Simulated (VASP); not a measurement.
Data:

```xyz
2
Lattice="0.0000 3.2110 3.2110 3.2110 0.0000 3.2110 3.2110 3.2110 0.0000" Properties=species:S:1:pos:R:3 pbc="T T T"
Sn     0.0000     0.0000     0.0000
Te     3.2110     3.2110     3.2110
```

All values below come from AM05 GGA, VASP's PBE PAW potentials (set 64) (plane waves; VASP). Settings: 520 eV cut-off, 7×7×7 Γ-centred mesh, Gaussian smearing of 0.050 eV, potentials Sn_d Te.

**Question.** Estimate the energy per atom (σ→0), pressure.

**Answer.** 
```
Property                       Result
---------------------  --------------
energy per atom (σ→0)  -3.864 eV/atom
pressure                   -22.7 kbar
```

Only differences to runs with the same potentials and settings are physical.

The compound is SnTe in the rock salt structure, which distorts at low temperature. This cell is one point of a volume scan, at 1.06 of the reference volume.
